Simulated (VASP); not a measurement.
A convergence study with VASP on KTaO$_{3}$ (cubic perovskite): one setting is varied, all else stays as given below, so the limit is that of these other settings. Each run relaxes cell and ions from the cell shown. The basis is that of the starting cell, so low cut-offs carry a Pulay error.

```xyz
5
Lattice="3.9900 0.0000 0.0000 0.0000 3.9900 0.0000 0.0000 0.0000 3.9900" Properties=species:S:1:pos:R:3 pbc="T T T"
K      0.0000     0.0000     0.0000
Ta     1.9950     1.9950     1.9950
O      1.9950     0.0000     1.9950
O      0.0000     1.9950     1.9950
O      1.9950     1.9950     0.0000
```

The numbers are results of PBEsol GGA, VASP's PBE PAW potentials (set 64) (plane waves; VASP), not measurements. The tightest run used: 700 eV cut-off, 4×4×4 Γ-centred mesh, Gaussian smearing of 0.050 eV, potentials K_sv Ta_pv O.

Unless said otherwise, spin-orbit coupling is left out, though it shifts the bands of the heavy elements here. Gaps are read on the run's mesh, which can miss a band edge.

### Question
The settings run are ENCUT = 250; ENCUT = 300; ENCUT = 350; ENCUT = 400; ENCUT = 450; ENCUT = 600; ENCUT = 650; ENCUT = 700. From which on does the relaxed volume stay within 0.02 Å³/atom of the tightest run?

### Answer
From ENCUT = 600 on: it is off by 0.002 there and by no more than 0.02 in any finer run, while ENCUT = 450 is off by 0.050.
```
setting      relaxed volume (Å³/atom)  E (eV/atom)  gap on the mesh (eV)  plane waves  difference judged (Å³/atom)
-----------  ------------------------  -----------  --------------------  -----------  ---------------------------
ENCUT = 250                    10.571      -9.3437                 2.499          587                        2.125
ENCUT = 300                    11.431      -8.8084                 2.261          768                        1.265
ENCUT = 350                    12.064      -8.6298                 2.191          968                        0.632
ENCUT = 400                    12.464      -8.5933                 2.104         1189                        0.232
ENCUT = 450                    12.646      -8.5815                 2.075         1406                        0.050
ENCUT = 600                    12.698      -8.5804                 2.066         2176                        0.002
ENCUT = 650                    12.694      -8.5814                 2.068         2440                        0.002
ENCUT = 700                    12.696      -8.5822                 2.068         2721                        0.000
```

Left out are rungs that failed or repeat a setting and relaxations that didn't move; long series are thinned to 24 rows.

The compound is KTaO3 in the cubic perovskite structure.
